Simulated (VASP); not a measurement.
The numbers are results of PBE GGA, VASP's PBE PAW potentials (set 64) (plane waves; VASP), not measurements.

The input files of a VASP run:

File POSCAR:
```
GaN
1
    0.0000000000     2.2746242137     2.2746242137
    2.2746242137     0.0000000000     2.2746242137
    2.2746242137     2.2746242137    -0.0000000000
Ga N
1 1
Direct
  0.0000000000   0.0000000000   0.0000000000
  0.2500000000   0.2500000000   0.2500000000
```

### KPOINTS
```
k-points along high-symmetry lines
15
Line-mode
Reciprocal
  0.000000   0.000000   0.000000 ! GAMMA
 -0.500000  -0.500000   0.000000 ! X

 -0.500000  -0.500000   0.000000 ! X
 -0.375000  -0.375000   0.250000 ! U

 -0.375000  -0.000000   0.375000 ! K
  0.000000   0.000000   0.000000 ! GAMMA

  0.000000   0.000000   0.000000 ! GAMMA
  0.000000   0.000000   0.500000 ! L

  0.000000   0.000000   0.500000 ! L
 -0.500000  -0.250000   0.250000 ! W

 -0.500000  -0.250000   0.250000 ! W
 -0.500000  -0.500000   0.000000 ! X
```

### INCAR
```
! general
SYSTEM =GaN
PREC   =Accurate
ENCUT  =520   ! plane-wave cut-off (eV)
LREAL  =.False.   ! projection in real space or not
LASPH  =.True.   ! aspherical one-centre terms
ICHARG =11   ! fixed density

! electronic loop
EDIFF  =1E-7   ! SCF stop (eV)
NELM   =100   ! most electronic steps
ALGO   =Normal
LMAXMIX=4   ! l cut-off of mixed one-centre charges

! smearing
ISMEAR =0   ! Gaussian
SIGMA  =0.05   ! width (eV)

! functional
GGA    =PE

! output
LWAVE  =.False.
LCHARG =.False.
LORBIT =11   ! lm-projected
```

POTCAR, in this order: Ga_d N (PBE.64 set). Program: vasp_std. Read from the step before: CHGCAR.

Output of the run:

**OUTCAR**
```
 ion  position               nearest neighbor table
   1  0.000  0.000  0.000-   2 1.97   2 1.97   2 1.97   2 1.97
   2  0.250  0.250  0.250-   1 1.97   1 1.97   1 1.97   1 1.97
  LATTYP: Found a face centered cubic cell.
 ALAT       =     4.5492484274
 Subroutine PRICEL returns:
 Original cell was already a primitive cell.
 Subroutine GETGRP returns: Found 24 space group operations
The static configuration has the point symmetry T_d .
The dynamic configuration has the point symmetry T_d .
 Subroutine INISYM returns: Found 24 space group operations
   k-points           NKPTS =     90   k-points in BZ     NKDIM =     90   number of bands    NBANDS=     13
   number of dos      NEDOS =    301   number of ions     NIONS =      2
   total plane-waves  NPLWV =  13824
   dimension x,y,z NGX =    24 NGY =   24 NGZ =   24
   dimension x,y,z NGXF=    48 NGYF=   48 NGZF=   48
   ions per type =               1   1
   PREC   = accura    normal or accurate (medium, high low for compatibility)
   ISTART =      0    job   : 0-new  1-cont  2-samecut
   ICHARG =     11    charge: 1-file 2-atom 10-const
   ISPIN  =      1    spin polarized calculation?
   LNONCOLLINEAR =      F non collinear calculations
   LSORBIT =      F    spin-orbit coupling
   INIWAV =      1    electr: 0-lowe 1-rand  2-diag
   ENCUT  =  520.0 eV  38.22 Ry    6.18 a.u.   5.98  5.98  5.98*2*pi/ulx,y,z
   NELM   =    100;   NELMIN=  2; NELMDL= -5     # of ELM steps
   EDIFF  = 0.1E-06   stopping-criterion for ELM
   LREAL  =      F    real-space projection
   NLSPLINE    = F    spline interpolate recip. space projectors
   LMAXMIX     =    4 max onsite mixed and CHGCAR
   VOSKOWN=      0    Vosko Wilk Nusair interpolation
   EDIFFG = 0.1E-05   stopping-criterion for IOM
   NSW    =      0    number of steps for IOM
   NBLOCK =      1;   KBLOCK =      1    inner block; outer block
   IBRION =     -1    ionic relax: 0-MD 1-quasi-New 2-CG
   NFREE  =      0    steps in history (QN), initial steepest desc. (CG)
   ISIF   =      2    stress and relaxation
   ISYM   =      2    0-nonsym 1-usesym 2-fastsym
   TEIN   =    0.0    initial temperature
   TEBEG  =    0.0;   TEEND  =   0.0 temperature during run
   SMASS  =  -3.00    Nose mass-parameter (am)
   PSTRESS=    0.0 pullay stress
   NELECT =      18.0000    total number of electrons
   EFERMI =   0.00;   METHOD = LEGACY
   ISMEAR =     0;   SIGMA  =   0.05  broadening in eV -4-tet -1-fermi 0-gaus
   IALGO  =     38    algorithm
   LDIAG  =      T    sub-space diagonalisation (order eigenvalues)
   IMIX   =      4    mixing-type and parameters
     AMIX     =   0.40;   BMIX     =  1.00
     AMIX_MAG =   1.60;   BMIX_MAG =  1.00
     AMIN     =   0.10
   GGA     = PE    functional components
   VOSKOWN =     0    Vosko Wilk Nusair interpolation
   LHFCALC =     F    Hartree Fock is set to
   LHFONE  =     F    Hartree Fock one center treatment
   AEXX    =    0.0000 exact exchange contribution
   IVDW    =     0    specifies the selected vdW correction
   LEPSILON=     F    determine dielectric tensor
   LRPA    =     F    only Hartree local field effects (RPA)
  energy-cutoff  :      520.00
  volume of cell :       23.54
      direct lattice vectors                 reciprocal lattice vectors
     0.000000000  2.274624214  2.274624214    -0.219816529  0.219816529  0.219816529
     2.274624214  0.000000000  2.274624214     0.219816529 -0.219816529  0.219816529
     2.274624214  2.274624214  0.000000000     0.219816529  0.219816529 -0.219816529
 k-point     1 :   0.0000 0.0000 0.0000  plane waves:     609
 k-point     2 :  -0.0357-0.0357 0.0000  plane waves:     617
 k-point     3 :  -0.0714-0.0714 0.0000  plane waves:     625
 k-point     4 :  -0.1071-0.1071 0.0000  plane waves:     625
 k-point     5 :  -0.1429-0.1429 0.0000  plane waves:     629
 k-point     6 :  -0.1786-0.1786 0.0000  plane waves:     621
 k-point     7 :  -0.2143-0.2143 0.0000  plane waves:     633
 k-point     8 :  -0.2500-0.2500 0.0000  plane waves:     632
 k-point     9 :  -0.2857-0.2857 0.0000  plane waves:     636
 k-point    10 :  -0.3214-0.3214 0.0000  plane waves:     636
...
```

### OSZICAR
```
       N       E                     dE             d eps       ncg     rms          rms(c)
DAV:   1     0.866783037003E+02    0.86678E+02   -0.98716E+03  2441   0.246E+03
DAV:   2    -0.404217261221E+01   -0.90720E+02   -0.85916E+02  2620   0.361E+02
DAV:   3    -0.108271188819E+02   -0.67849E+01   -0.66834E+01  2635   0.850E+01
DAV:   4    -0.109430640954E+02   -0.11595E+00   -0.11588E+00  2775   0.118E+01
DAV:   5    -0.109448501903E+02   -0.17861E-02   -0.17859E-02  2588   0.128E+00
DAV:   6    -0.109449094520E+02   -0.59262E-04   -0.59261E-04  3119   0.211E-01
DAV:   7    -0.109449105530E+02   -0.11010E-05   -0.11010E-05  2656   0.237E-02
DAV:   8    -0.109449105976E+02   -0.44579E-07   -0.44562E-07  2250   0.411E-03
   1 F= -.10944911E+02 E0= -.10944911E+02  d E =-.754901E-17
```

**OUTCAR**
```
 val. band max:        4.9813106359   @ k =   0.0000   0.0000   0.0000

 cond. band min:       6.5252362891   @ k =   0.0000   0.0000   0.0000



 k-point     1 :       0.0000    0.0000    0.0000
  band No.  band energies     occupation
      1     -10.7170      2.00000
      2      -8.4406      2.00000
      3      -8.4406      2.00000
      4      -8.4406      2.00000
      5      -8.1483      2.00000
      6      -8.1483      2.00000
      7       4.9813      2.00000
      8       4.9813      2.00000
      9       4.9813      2.00000
     10       6.5252      0.00000
     11      15.1082      0.00000
     12      15.1082      0.00000
     13      15.1082      0.00000

 k-point     2 :      -0.0357   -0.0357    0.0000
  band No.  band energies     occupation
      1     -10.6989      2.00000
      2      -8.4375      2.00000
      3      -8.4375      2.00000
      4      -8.4359      2.00000
      5      -8.1497      2.00000
      6      -8.1474      2.00000
      7       4.7592      2.00000
      8       4.9403      2.00000
      9       4.9403      2.00000
     10       6.7539      0.00000
     11      14.9846      0.00000
     12      15.1501      0.00000
     13      15.1502      0.00000

 k-point     3 :      -0.0714   -0.0714    0.0000
  band No.  band energies     occupation
      1     -10.6455      2.00000
      2      -8.4283      2.00000
      3      -8.4283      2.00000
      4      -8.4211      2.00000
      5      -8.1535      2.00000
      6      -8.1448      2.00000
      7       4.2902      2.00000
      8       4.8212      2.00000
      9       4.8212      2.00000
     10       7.2392      0.00000
     11      14.6487      0.00000
     12      15.2731      0.00000
     13      15.2731      0.00000

 k-point     4 :      -0.1071   -0.1071    0.0000
  band No.  band energies     occupation
      1     -10.5606      2.00000
      2      -8.4133      2.00000
      3      -8.4133      2.00000
      4      -8.3942      2.00000
...
```

The density is held fixed in this step, so its total energy and stress have no physical meaning.

The structure was generated: GaN was put into the zinc blende type (F-43m), which need not be its known phase. It was relaxed first, which changed the volume by +6 %.
